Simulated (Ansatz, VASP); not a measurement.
## Cross-check of CuW5 (W(100), 5 layers, one monolayer of Cu on hollow sites) between VASP and Ansatz

One calculation is typed for both programs; each brings its own data sets. How far apart do they land? The structure shown is the start of the Ansatz relaxation below; VASP solves that cell, so the two are compared at the walk's first step.

Calculated with Ansatz 0.2.0; plane waves, with VASP 6.6.1 beside it; single point at PBE.

### Step 1. Set-up

The cell holds 6 atoms: 5 W and 1 Cu. Its edges and angles: a = 3.160 Å, b = 3.160 Å, c = 25.320 Å, α = 90.0°, β = 90.0°, γ = 90.0°. Vacuum lies along c.

### Step 2. Ansatz: relaxation, PBE

Ansatz runs on its default PAW (the set named soft_2) files.

The two programs are compared at the cell with which this relaxation starts, whose forces are those of its first step.

input.yaml

```yaml
crystal:
  lattice:
    - [3.16, 0.0, 0.0]
    - [0.0, 3.16, 0.0]
    - [0.0, 0.0, 25.32]
  atoms:
    - { symbol: W, position: [0.0, 0.0, 0.3278041074] }
    - { symbol: W, position: [0.5, 0.5, 0.3902053712] }
    - { symbol: W, position: [0.0, 0.0, 0.4526066351] }
    - { symbol: W, position: [0.5, 0.5, 0.5150078989] }
    - { symbol: W, position: [0.0, 0.0, 0.5774091627] }
    - { symbol: Cu, position: [0.5, 0.5, 0.6528715117] }
kpoints:
  mp_grid: { grid: [8, 8, 1] }
hamiltonian:
  xc: pbe
scf:
  occupations: { method: fermi_dirac, width: 0.1 }
  convergence: { dr2_threshold: 1.0e-08 }
efield:
  axis: 3
  dipole_correction: true
  ramp_position: 0.97
  ramp_width: 0.04
relax:
  f_tol: 0.01
  constraints: [{ sites: [0, 1, 2] }]
output:
  write_potential: true
  write_density: true
  volumetric_format: npy
```

On the command line:

```console
ansatz run input.yaml --threads 4 --pin off --max-ram 8192MiB --backend cpu --events-out ev --progress --plain --runs-dir out
```

Numbers of over 12 decimals in the logs are rounded to 6 here.

The log of the run:

```text
Engine: ansatz 0.2.0, aarch64-unknown-linux-gnu
Pseudopotentials: kind: paw
Pseudopotential: W, paw, valence charge 14, recommended cutoff 420 eV (normal), W.paw.azcp
Pseudopotential: Cu, paw, valence charge 19, recommended cutoff 420 eV (normal), Cu.paw.azcp
Functional definition: PBE
  parameter kappa = 0.804
  parameter beta = 0.066725
  exchange = pbe_x(kappa = kappa, mu = beta*pi^2/3)
  correlation = pbe_c(beta = beta)
Crystal: 6 atoms, lattice volume = 252.835 Å³
Basis set: ecut = 420 eV, 4957 PW (Γ), exchange–correlation on 48×48×360 points (8 copies of the dense FFT grid, shifted against one another)
Bands: 54, of which v1, the nominal top of the filled ones, is band 45 counted from 1 (44 counted from 0)
Symmetry: 8 space group operations
Space group: P4mm (ITA 99), of the structure as read, at distance tolerance 6.3e-5 Å
k-points: 15 of 64
Non-local potential: W, projectors of the file, l = 0: 3, l = 1: 2, l = 2: 2, l = 3: 1
Non-local potential: Cu, projectors of the file, l = 0: 3, l = 1: 2, l = 2: 3, l = 3: 1
PAW form: soft (Blöchl's): semilocal exchange-correlation on the pseudo side does not see the compensation charge
PAW one-centre angular grid: W, 590 points (default); XC on 64 Gauss nodes
PAW one-centre angular grid: Cu, 590 points (default); XC on 64 Gauss nodes
Initial density: superposition of atomic densities (neutral atoms: chi_scale 0, normalization atom), corrected by the library's trained network
Initial wavefunctions: pseudopotential atomic-orbital guess
Functional: x = pbe(κ = 0.804, μ = 0.219515), c = pbe(β = 0.066725)
SCF iter   1: F=—  HF=-58544.445860 eV  |F-HF|=—  |Δ(HF+E_count)|=         —  Δρ=8.48e-3  dr2=2.90e0  ethr=1.77e-3  p=0.013 e·Å  D=9.17e-3 V/Å  ΔV_dip=-0.23 eV  dr2_dipole=1.44e0  V_vac-E_F(+/−)=4.19/4.42 eV  ⟨swp⟩=8.6  Hψ=3649  notcnv=0
efield: sawtooth ramp at fractional position 0.9700 (set: `efield.ramp_position`, or a place that a band, a saddle search or an elastic batch's reference lends), width 0.0400; the density the first Hamiltonian is built on has a dipole p = 0.013 e·Å; the dipole correction subtracts the counter field D = 9.17e-3 V/Å, which shifts the + side's vacuum level by -0.23 eV against the − side's; the planar-averaged density in the ramp window peaks in size at 1.4e-5 e/Å³
preconditioner: auto → LDOS  [metal: Δε(μ)=0.083 eV  Ē_g=4.514 eV  σ=0.100 eV  W_gap=0.20  n_scr=54 (ndim 8)  ℏωp=15.0 eV  f_vac=0.544  D(μ)=5.30/eV (n_scr^D=14)  β→1.0]
SCF iter   2: F=—  HF=-58544.425634 eV  |F-HF|=—  |Δ(HF+E_count)|=   2.02e-2  Δρ=7.20e-3  dr2=3.25e-1  ethr=1.77e-3  p=-0.002 e·Å  D=-1.08e-3 V/Å  ΔV_dip=0.03 eV  dr2_dipole=3.31e-2  V_vac-E_F(+/−)=4.27/4.24 eV  ⟨swp⟩=2.3  Hψ=1085  notcnv=0
SCF iter   3: F=—  HF=-58544.400904 eV  |F-HF|=—  |Δ(HF+E_count)|=   2.47e-2  Δρ=3.45e-3  dr2=5.05e-2  ethr=3.66e-4  p=-0.003 e·Å  D=-2.34e-3 V/Å  ΔV_dip=0.06 eV  dr2_dipole=5.49e-3  V_vac-E_F(+/−)=4.32/4.26 eV  ⟨swp⟩=2.3  Hψ=1224  notcnv=0
SCF iter   4: F=—  HF=-58544.396148 eV  |F-HF|=—  |Δ(HF+E_count)|=   4.76e-3  Δρ=1.35e-3  dr2=3.54e-3  ethr=5.68e-5  p=-0.002 e·Å  D=-1.56e-3 V/Å  ΔV_dip=0.04 eV  dr2_dipole=1.02e-4  V_vac-E_F(+/−)=4.28/4.24 eV  ⟨swp⟩=2.1  Hψ=1041  notcnv=0
SCF iter   5: F=—  HF=-58544.395764 eV  |F-HF|=—  |Δ(HF+E_count)|=   3.83e-4  Δρ=2.68e-4  dr2=2.38e-4  ethr=3.98e-6  p=-0.003 e·Å  D=-2.15e-3 V/Å  ΔV_dip=0.05 eV  dr2_dipole=1.97e-5  V_vac-E_F(+/−)=4.29/4.24 eV  ⟨swp⟩=2.6  Hψ=1233  notcnv=0
SCF iter   6: F=—  HF=-58544.395904 eV  |F-HF|=—  |Δ(HF+E_count)|=   1.39e-4  Δρ=1.63e-4  dr2=9.67e-5  ethr=2.67e-7  p=-0.003 e·Å  D=-2.46e-3 V/Å  ΔV_dip=0.06 eV  dr2_dipole=1.90e-5  V_vac-E_F(+/−)=4.29/4.23 eV  ⟨swp⟩=2.0  Hψ=1112  notcnv=0
SCF iter   7: F=—  HF=-58544.395904 eV  |F-HF|=—  |Δ(HF+E_count)|=   2.16e-7  Δρ=3.65e-5  dr2=5.50e-6  ethr=1.09e-7  p=-0.004 e·Å  D=-2.63e-3 V/Å  ΔV_dip=0.07 eV  dr2_dipole=9.11e-8  V_vac-E_F(+/−)=4.29/4.22 eV  ⟨swp⟩=2.2  Hψ=978  notcnv=0
SCF iter   8: F=—  HF=-58544.395997 eV  |F-HF|=—  |Δ(HF+E_count)|=   9.31e-5  Δρ=9.86e-6  dr2=4.34e-7  ethr=6.18e-9  p=-0.004 e·Å  D=-2.69e-3 V/Å  ΔV_dip=0.07 eV  dr2_dipole=1.69e-11  V_vac-E_F(+/−)=4.29/4.22 eV  ⟨swp⟩=2.3  Hψ=1120  notcnv=0
SCF iter   9: F=—  HF=-58544.395998 eV  |F-HF|=—  |Δ(HF+E_count)|=   1.35e-6  Δρ=4.60e-6  dr2=1.04e-7  ethr=4.88e-10  p=-0.004 e·Å  D=-2.69e-3 V/Å  ΔV_dip=0.07 eV  dr2_dipole=2.42e-8  V_vac-E_F(+/−)=4.29/4.22 eV  ⟨swp⟩=2.3  Hψ=1176  notcnv=0
SCF iter  10: F=—  HF=-58544.395998 eV  |F-HF|=—  |Δ(HF+E_count)|=   1.89e-7  Δρ=2.47e-6  dr2=1.96e-8  ethr=1.17e-10  p=-0.004 e·Å  D=-2.69e-3 V/Å  ΔV_dip=0.07 eV  dr2_dipole=5.21e-9  V_vac-E_F(+/−)=4.29/4.22 eV  ⟨swp⟩=2.3  Hψ=1063  notcnv=0
SCF iter  11: F=-58544.395998 eV  HF=-58544.395998 eV  |F-HF|=6.97e-9  |Δ(HF+E_count)|=   3.41e-9  Δρ=6.08e-7  dr2=8.39e-10  ethr=1.12e-11  p=-0.004 e·Å  D=-2.69e-3 V/Å  ΔV_dip=0.07 eV  dr2_dipole=5.58e-11  V_vac-E_F(+/−)=4.29/4.22 eV  ⟨swp⟩=10.7  Hψ=5703  notcnv=0
[...]
preconditioner: auto → LDOS  [metal: Δε(μ)=0.099 eV  Ē_g=4.730 eV  σ=0.100 eV  W_gap=0.23  n_scr=54 (ndim 8)  ℏωp=15.0 eV  f_vac=0.562  D(μ)=5.97/eV (n_scr^D=36)  β→1.0]
SCF iter   2: F=—  HF=-58544.798873 eV  |F-HF|=—  |Δ(HF+E_count)|=   5.90e-4  Δρ=4.60e-4  dr2=1.11e-3  ethr=8.52e-6  p=-0.028 e·Å  D=-2.04e-2 V/Å  ΔV_dip=0.52 eV  dr2_dipole=8.65e-5  V_vac-E_F(+/−)=4.73/4.22 eV  ⟨swp⟩=2.0  Hψ=1237  notcnv=0
SCF iter   3: F=—  HF=-58544.798917 eV  |F-HF|=—  |Δ(HF+E_count)|=   4.36e-5  Δρ=6.46e-4  dr2=1.08e-3  ethr=1.25e-6  p=-0.030 e·Å  D=-2.12e-2 V/Å  ΔV_dip=0.54 eV  dr2_dipole=1.29e-4  V_vac-E_F(+/−)=4.76/4.22 eV  ⟨swp⟩=2.9  Hψ=1517  notcnv=0
SCF iter   4: F=—  HF=-58544.798813 eV  |F-HF|=—  |Δ(HF+E_count)|=   1.04e-4  Δρ=1.01e-4  dr2=8.01e-5  ethr=1.21e-6  p=-0.029 e·Å  D=-2.11e-2 V/Å  ΔV_dip=0.53 eV  dr2_dipole=1.03e-8  V_vac-E_F(+/−)=4.75/4.22 eV  ⟨swp⟩=2.0  Hψ=1003  notcnv=0
SCF iter   5: F=—  HF=-58544.798805 eV  |F-HF|=—  |Δ(HF+E_count)|=   8.02e-6  Δρ=1.07e-4  dr2=3.39e-5  ethr=9.00e-8  p=-0.029 e·Å  D=-2.10e-2 V/Å  ΔV_dip=0.53 eV  dr2_dipole=1.85e-6  V_vac-E_F(+/−)=4.75/4.22 eV  ⟨swp⟩=2.4  Hψ=1129  notcnv=0
SCF iter   6: F=—  HF=-58544.798811 eV  |F-HF|=—  |Δ(HF+E_count)|=   5.91e-6  Δρ=2.54e-5  dr2=4.39e-6  ethr=3.81e-8  p=-0.029 e·Å  D=-2.10e-2 V/Å  ΔV_dip=0.53 eV  dr2_dipole=3.69e-10  V_vac-E_F(+/−)=4.75/4.22 eV  ⟨swp⟩=2.0  Hψ=1039  notcnv=0
SCF iter   7: F=—  HF=-58544.798904 eV  |F-HF|=—  |Δ(HF+E_count)|=   9.30e-5  Δρ=7.16e-6  dr2=2.03e-7  ethr=4.93e-9  p=-0.029 e·Å  D=-2.10e-2 V/Å  ΔV_dip=0.53 eV  dr2_dipole=3.11e-10  V_vac-E_F(+/−)=4.75/4.22 eV  ⟨swp⟩=2.1  Hψ=1118  notcnv=0
SCF iter   8: F=—  HF=-58544.798904 eV  |F-HF|=—  |Δ(HF+E_count)|=   7.17e-8  Δρ=3.21e-6  dr2=2.82e-8  ethr=2.28e-10  p=-0.029 e·Å  D=-2.10e-2 V/Å  ΔV_dip=0.53 eV  dr2_dipole=3.13e-9  V_vac-E_F(+/−)=4.75/4.22 eV  ⟨swp⟩=2.3  Hψ=1240  notcnv=0
SCF iter   9: F=-58544.798904 eV  HF=-58544.798904 eV  |F-HF|=6.45e-9  |Δ(HF+E_count)|=   5.58e-8  Δρ=9.97e-7  dr2=3.22e-9  ethr=1.12e-11  p=-0.029 e·Å  D=-2.10e-2 V/Å  ΔV_dip=0.53 eV  dr2_dipole=2.62e-10  V_vac-E_F(+/−)=4.75/4.22 eV  ⟨swp⟩=10.9  Hψ=5880  notcnv=0
SCF 5 converged in 9 iterations: F = -58544.798904 eV  dr2 = 3.22e-9
relax step   5: F+E_penalty+E_count = -58544.79890435 eV  Δ(F+E_penalty+E_count) = -5.629e-4 eV  max|allowed force component| = 8.259e-3 eV/Å  Δτ_max = 0.0133 Å  (9 SCF iters, accepted)
NSCF: frozen V_eff on 15 k-points
the band table was solved once a step of the walk had ended and its energy, with any forces and stress, was formed, with the checks that follow a solve (3731 applications of the Hamiltonian). They found nothing against the state; the energy, forces and stress were not computed again (output.eigenvalues in the input reference)
WARN: The input density's exchange-correlation potential varies sharply where the density is thin. Do not read a vacuum level from v_tot or v_xc, or from such a field of the output density. On a cell that repeats whose density bears no net charge and no dipole along the vacuum's axis use v_es (v_loc + v_h of the components); under efield.dipole_correction with no amplitude use v_es + v_field, which holds any external [...]
SCF converged after 9 iterations
Free energy (F): -58544.798904 eV
Harris-Foulkes:  -58544.798904 eV  (|F-HF|=6.45e-9)
Internal energy: -58544.604020 eV  (E = F + TS)
E sigma→0 (E₀):  -58544.701462 eV
Entropy (-TS):   -0.194885 eV (-32.481 meV/atom)
Fermi energy:    5.038749 eV
Dipole field:    D = -0.021000 V/Å  (p = -0.029342 e·Å, saw-weighted, corrected)
Work function:   Φ+ = 4.7502 eV   Φ− = 4.2185 eV
Levels:          The Fermi level and band energies are counted from a zero that moves with the ramp; work functions are not
--- Per-component energies (eV) ---
  E_band       = -2196.939980
  E_kinetic    = 2540.348935
  E_local      = -126122.506167  (includes V_loc(G=0)·N_el)
  E_nonlocal   = 396.105550
  E_hartree    = 61683.458602
  E_xc         = -1417.586133
  E_vxc        = -1300.633596  (∫ρ·V_xc dr)
  E_paw        = -44475.739432  (= ΣΔE_a)
  E_vpaw       = -1077.211200  (= ΣTr[D̂ρ^β])
  E_aug_tail   = -0.000021  (compensation charges beyond the density's cutoff)
  E_efield     = 0.000308  (sawtooth field / dipole correction)
  E_vefield    = 0.049846  (∫n·V_field dr)
  E_ewald      = 48851.314339
  E_smearing   = -0.194885  (= −TS)
  E_closure    = -0.000000  (closes the sum)
  Σ components = -58544.798904   (vs F -58544.798904, Δ=0.00e0)
--- Forces (eV/Å), atoms counted from 1 ---
  atom   1  W      0.00000000     0.00000000     1.31898720
  atom   2  W     -0.00000000     0.00000000    -1.53495527
  atom   3  W      0.00000000     0.00000000     0.21873155
  atom   4  W     -0.00000000     0.00000000    -0.00048282
  atom   5  W     -0.00000000     0.00000000    -0.00825927
  atom   6  Cu     0.00000000     0.00000000     0.00600566
  max |Σ_I F_I| component: 2.70e-5 eV/Å
--- Band table (eV; the first three rows and the last of 15) ---
  k-point 0: bands = [... 41 lower, 4.3108, 4.3108, 4.7554, 4.9281, 5.1269, 5.1269, 5.3622, 6.6422, ... 5 higher]
  k-point 1: bands = [... 41 lower, 4.3818, 4.5735, 4.6545, 4.7396, 5.1479, 5.8002, 5.9274, 6.0736, ... 5 higher]
  k-point 2: bands = [... 41 lower, 4.1175, 4.2155, 4.3925, 4.9870, 5.6862, 5.8157, 6.0915, 6.1472, ... 5 higher]
  k-point 14: bands = [... 41 lower, 4.0650, 5.8133, 5.8133, 6.9205, 7.1568, 7.2224, 7.2224, 7.6700, ... 5 higher]
--- Relaxed structure (5 steps of the walk, 5 accepted, 0 SCFs on fresh bases) ---
  F+E_penalty+E_count = -58544.79890435 eV   max|allowed force component| = 8.259e-3 eV/Å
  atoms:
    - { symbol: W, position: [0.0, 0.0, 0.327804] }
    - { symbol: W, position: [0.500000, 0.500000, 0.390205] }
    - { symbol: W, position: [0.0, 0.0, 0.452607] }
    - { symbol: W, position: [0.500000, 0.500000, 0.515849] }
    - { symbol: W, position: [-1.0946957456470983e-18, 0.0, 0.576706] }
    - { symbol: Cu, position: [0.500000, 0.500000, 0.632536] }
```

Reading the cycles: dr2 is the Hartree energy of the density residual (eV), the measure of convergence; HF is the Harris–Foulkes estimate of the energy, which meets the free energy F at convergence.

(Part 1 of 2 ends here.)

[Lines on the potential files, build, host, timing and source positions are cut from VASP's logs without a mark.]

[Logs are printed without paths, hosts, clocks, repeated set-up lines and the standing remarks that a program may print on its own settings, such as how far it seeks lower states.]

[Hosts, paths, dates, database ids (printed as entryN), source tags and the programs' standing remarks are cut or masked in the printed files.]
